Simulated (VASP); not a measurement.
A convergence study with VASP on CoO (space group no. 225 when undisturbed): a few settings are varied, all else stays as given below, so the limit is that of these other settings. One atom is moved off its site, so that forces are finite.

```yaml
crystal:
  lattice:
    - [4.23870, 2.11935, 2.11935]
    - [2.11935, 4.23870, 2.11935]
    - [2.11935, 2.11935, 4.23870]
  atoms:
    - { symbol: Co, position: [0.00340, 0.00340, 0.00341], spin: 3.0 }
    - { symbol: Co, position: [0.50000, 0.50000, 0.50000], spin: -3.0 }
    - { symbol: O, position: [0.25000, 0.25000, 0.25000] }
    - { symbol: O, position: [0.75000, 0.75000, 0.75000] }
```

These are PBE GGA, VASP's PBE PAW potentials (set 64) (plane waves; VASP) values and carry that method's errors. The last row used: 400 eV cut-off, 13×13×13 Γ-centred mesh shifted by (0.5, 0.5, 0.5), Fermi-Dirac smearing of 0.050 eV, potentials Co O.

```
setting        E (eV/atom)  pressure (GPa)  largest force (eV/Å)  moment (μB)  irreducible k-points
-------------  -----------  --------------  --------------------  -----------  --------------------
2×2×2 mesh         -6.5726           -9.94                 0.714       -0.003                     2
3×3×3 mesh         -6.5911           -5.98                 0.546       -0.001                     6
4×4×4 mesh         -6.6013           -6.71                 0.519        0.004                    10
5×5×5 mesh         -6.6013           -7.29                     …        0.004                    19
6×6×6 mesh               …               …                 0.547        0.004                    28
7×7×7 mesh         -6.6031           -7.29                 0.550        0.003                    44
8×8×8 mesh         -6.6020           -7.22                 0.547        0.003                    60
9×9×9 mesh         -6.6022           -7.23                 0.546        0.004                    85
10×10×10 mesh      -6.6024           -7.26                 0.548        0.004                   110
11×11×11 mesh      -6.6024           -7.23                 0.548        0.003                   146
12×12×12 mesh      -6.6025           -7.23                 0.547        0.003                   182
13×13×13 mesh      -6.6024           -7.24                 0.548        0.004                   231
```

**Question.** Complete the blanks.

**Answer.** 
- 5×5×5 mesh, largest force (eV/Å): 0.556
- 6×6×6 mesh, E (eV/atom): -6.6011
- 6×6×6 mesh, pressure (GPa): -7.20

Left out are rungs that failed or repeat a setting and relaxations that didn't move; long series are thinned to 24 rows.

The structure is a typed CoO crystal (space group no. 225). The cell was not relaxed at this level, it is distorted from the ideal structure. The spin order is the one that the start imposed; others were not tried in this run.
